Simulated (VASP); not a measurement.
These are AM05 GGA, VASP's PBE PAW potentials (set 64) (plane waves; VASP) values and carry that method's errors.

Input for VASP

### POSCAR
```
ZrC
1
    0.0000000000     2.3791525137     2.3791525137
    2.3791525137     0.0000000000     2.3791525137
    2.3791525137     2.3791525137     0.0000000000
Zr C
1 1
Direct
  0.0000000000   0.0000000000   0.0000000000
  0.5000000000   0.5000000000   0.5000000000
```

### INCAR
```
SYSTEM = ZrC
PREC = Accurate; ENCUT = 520; LREAL = .FALSE.
LASPH = .TRUE.
EDIFF = 1E-7; NELM = 100; ALGO = Normal
LMAXMIX = 4
ISMEAR = 1; SIGMA = 0.1
GGA = AM
ISIF = 2
LWAVE = .FALSE.; LCHARG = .FALSE.
```

**KPOINTS**
```
Automatic mesh
0
Gamma
13 13 13
0 0 0
```

POTCAR, in this order: Zr_sv C (PBE.64 set). Program: vasp_std.

Output of the run:

### OUTCAR
```
 ion  position               nearest neighbor table
   1  0.000  0.000  0.000-   2 2.38   2 2.38   2 2.38   2 2.38   2 2.38   2 2.38
   2  0.500  0.500  0.500-   1 2.38   1 2.38   1 2.38   1 2.38   1 2.38   1 2.38
  LATTYP: Found a face centered cubic cell.
 ALAT       =     4.7583050274
 Subroutine PRICEL returns:
 Original cell was already a primitive cell.
 Subroutine GETGRP returns: Found 48 space group operations
The static configuration has the point symmetry O_h .
The dynamic configuration has the point symmetry O_h .
 Subroutine INISYM returns: Found 48 space group operations
 Subroutine IBZKPT returns following result:
 Found     84 irreducible k-points:

 Following reciprocal coordinates:
            Coordinates               Weight
  0.000000  0.000000  0.000000      1.000000
  0.076923  0.000000  0.000000      8.000000
  0.153846  0.000000  0.000000      8.000000
  0.230769  0.000000  0.000000      8.000000
  0.307692  0.000000  0.000000      8.000000
  0.384615  0.000000  0.000000      8.000000
  0.461538  0.000000  0.000000      8.000000
  0.076923  0.076923  0.000000      6.000000
  0.153846  0.076923  0.000000     24.000000
  0.230769  0.076923  0.000000     24.000000
  0.307692  0.076923  0.000000     24.000000
  0.384615  0.076923  0.000000     24.000000
  0.461538  0.076923  0.000000     24.000000
 -0.461538  0.076923  0.000000     24.000000
 -0.384615  0.076923  0.000000     24.000000
 -0.307692  0.076923  0.000000     24.000000
 -0.230769  0.076923  0.000000     24.000000
 -0.153846  0.076923  0.000000     24.000000
 -0.076923  0.076923  0.000000     12.000000
  0.153846  0.153846  0.000000      6.000000
  0.230769  0.153846  0.000000     24.000000
  0.307692  0.153846  0.000000     24.000000
  0.384615  0.153846  0.000000     24.000000
  0.461538  0.153846  0.000000     24.000000
 -0.461538  0.153846  0.000000     24.000000
 -0.384615  0.153846  0.000000     24.000000
 -0.307692  0.153846  0.000000     24.000000
 -0.230769  0.153846  0.000000     24.000000
 -0.153846  0.153846  0.000000     12.000000
  0.230769  0.230769  0.000000      6.000000
  0.307692  0.230769  0.000000     24.000000
  0.384615  0.230769  0.000000     24.000000
  0.461538  0.230769  0.000000     24.000000
 -0.461538  0.230769  0.000000     24.000000
 -0.384615  0.230769  0.000000     24.000000
 -0.307692  0.230769  0.000000     24.000000
 -0.230769  0.230769  0.000000     12.000000
  0.307692  0.307692  0.000000      6.000000
  0.384615  0.307692  0.000000     24.000000
  0.461538  0.307692  0.000000     24.000000
   k-points           NKPTS =     84   k-points in BZ     NKDIM =     84   number of bands    NBANDS=     12
   number of dos      NEDOS =    301   number of ions     NIONS =      2
   total plane-waves  NPLWV =  21952
   dimension x,y,z NGX =    28 NGY =   28 NGZ =   28
   dimension x,y,z NGXF=    56 NGYF=   56 NGZF=   56
   ions per type =               1   1
   PREC   = accura    normal or accurate (medium, high low for compatibility)
   ISTART =      0    job   : 0-new  1-cont  2-samecut
   ICHARG =      2    charge: 1-file 2-atom 10-const
   ISPIN  =      1    spin polarized calculation?
   LNONCOLLINEAR =      F non collinear calculations
   LSORBIT =      F    spin-orbit coupling
   INIWAV =      1    electr: 0-lowe 1-rand  2-diag
   ENCUT  =  520.0 eV  38.22 Ry    6.18 a.u.   6.26  6.26  6.26*2*pi/ulx,y,z
   NELM   =    100;   NELMIN=  2; NELMDL= -5     # of ELM steps
   EDIFF  = 0.1E-06   stopping-criterion for ELM
   LREAL  =      F    real-space projection
   NLSPLINE    = F    spline interpolate recip. space projectors
   LMAXMIX     =    4 max onsite mixed and CHGCAR
...
```

**OSZICAR**
```
       N       E                     dE             d eps       ncg     rms          rms(c)
DAV:   1     0.108665941045E+03    0.10867E+03   -0.88771E+03  2016   0.134E+03
DAV:   2    -0.174740897173E+02   -0.12614E+03   -0.11882E+03  2312   0.332E+02
DAV:   3    -0.229918359118E+02   -0.55177E+01   -0.53990E+01  2972   0.632E+01
DAV:   4    -0.232129237932E+02   -0.22109E+00   -0.22095E+00  2632   0.117E+01
DAV:   5    -0.232168441063E+02   -0.39203E-02   -0.39200E-02  2904   0.146E+00    0.200E+01
DAV:   6    -0.202050988901E+02    0.30117E+01   -0.15024E+01  2292   0.267E+01    0.781E+00
DAV:   7    -0.200584886097E+02    0.14661E+00   -0.75114E-01  2404   0.681E+00    0.554E+00
DAV:   8    -0.200375181177E+02    0.20970E-01   -0.15065E-01  2152   0.354E+00    0.114E+00
DAV:   9    -0.200346761317E+02    0.28420E-02   -0.26970E-02  2532   0.111E+00    0.447E-01
DAV:  10    -0.200347313893E+02   -0.55258E-04   -0.19230E-03  2396   0.551E-01    0.275E-01
DAV:  11    -0.200345831445E+02    0.14824E-03   -0.61301E-04  2280   0.192E-01    0.205E-02
DAV:  12    -0.200345837210E+02   -0.57649E-06   -0.88785E-06  2772   0.344E-02    0.102E-02
DAV:  13    -0.200345837413E+02   -0.20266E-07   -0.49720E-07  2332   0.695E-03
   1 F= -.20034584E+02 E0= -.20034502E+02  d E =-.245268E-03
```

OUTCAR:
```
------------------------ aborting loop because EDIFF is reached ----------------------------------------
  FORCE on cell =-STRESS in cart. coord.  units (eV):
  Direction    XX          YY          ZZ          XY          YZ          ZX
  --------------------------------------------------------------------------------------
  Total       -2.0597352     -2.0597352     -2.0597352      0.0000000      0.0000000      0.0000000
  in kB     -122.5251181   -122.5251181   -122.5251181      0.0000000      0.0000000      0.0000000
  external PRESSURE =    -122.5251181 kB  Pullay stress =       0.0000000 kB
  volume of cell :       26.93
      direct lattice vectors                 reciprocal lattice vectors
     0.000000000  2.379152514  2.379152514    -0.210158868  0.210158868  0.210158868
     2.379152514  0.000000000  2.379152514     0.210158868 -0.210158868  0.210158868
     2.379152514  2.379152514  0.000000000     0.210158868  0.210158868 -0.210158868
 POSITION                                       TOTAL-FORCE (eV/Angst)
 -----------------------------------------------------------------------------------
      0.00000      0.00000      0.00000        -0.000000      0.000000     -0.000000
      2.37915      2.37915      2.37915         0.000000     -0.000000      0.000000
 -----------------------------------------------------------------------------------
    total drift:                                0.000000      0.000000      0.000000
  FREE ENERGIE OF THE ION-ELECTRON SYSTEM (eV)
  ---------------------------------------------------
  free  energy   TOTEN  =       -20.0345837413 eV

  energy  without entropy=      -20.0343384729  energy(sigma->0) =      -20.03450199
```
(Selected blocks of OUTCAR.)

The compound is ZrC in the rock salt structure. This cell is one point of a volume scan, at 1.06 of the reference volume.
